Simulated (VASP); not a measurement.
Here is the system:

```
CELL_PARAMETERS angstrom
      0.00000     2.81031     2.81031
      2.81031     0.00000     2.81031
      2.81031     2.81031     0.00000
ATOMIC_POSITIONS crystal
  Li 0.25000 0.25000 0.25000
  Li 0.75000 0.75000 0.75000
  S  0.00000 0.00000 0.00000
```

These are LDA (Ceperley-Alder, Perdew-Zunger), VASP's LDA PAW potentials (set 64) (plane waves; VASP) values and carry that method's errors. Settings: 520 eV cut-off, 8×8×8 Γ-centred mesh, Gaussian smearing of 0.050 eV, potentials Li_sv S.

### Question
Give the stress tensor in GPa (positive for a compressed cell).

### Answer

```
-1.31   0.00   0.00
 0.00  -1.31   0.00
 0.00   0.00  -1.31
```
The pressure is its mean diagonal, -1.31 GPa.

The compound is Li2S in the antifluorite structure. This cell is one point of a volume scan, at 1.03 of the reference volume.
